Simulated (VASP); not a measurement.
O3W, in a box:

```
O W
1.0
    11.00000    0.00000    0.00000
     0.00000   12.00000    0.00000
     0.00000    0.00000   12.00000
O W
3 1
Direct
  0.44961 0.52559 0.61247
  0.56863 0.40822 0.44673
  0.43373 0.59528 0.39320
  0.43790 0.47985 0.47745
```

Base run:

```yaml
Program: VASP 6.6.1
Functional: PBE
Dispersion: D3(BJ)
Potentials_or_basis: VASP PAW PBE potentials, release 64 (O, W_sv)
Cutoff: 520 eV
k_mesh: 1 × 1 × 1
Occupations: gaussian, width 0.01 eV
Spin: no spin polarisation
```

Its results: gap between the frontier levels 1.73 eV; largest force 2.209 eV/Å.

Q: The run is repeated on the same cell with these changes: functional from PBE to HSE06; potentials or basis from VASP PAW PBE potentials, release 64 (O, W_sv) to VASP PAW PBE potentials, release 64 (O_h, W_sv); cutoff from 520 eV to 900 eV. What comes out?

A: Gap between the frontier levels 3.25 eV; largest force 0.077 eV/Å.

Caveats: spin-orbit coupling is left out, which moves the levels of the heavy elements; the PAW data sets were made with another functional, which shifts forces and pressure a little (some runs).

A k mesh can miss the band edges.

Not every run made on this cell is shown here.
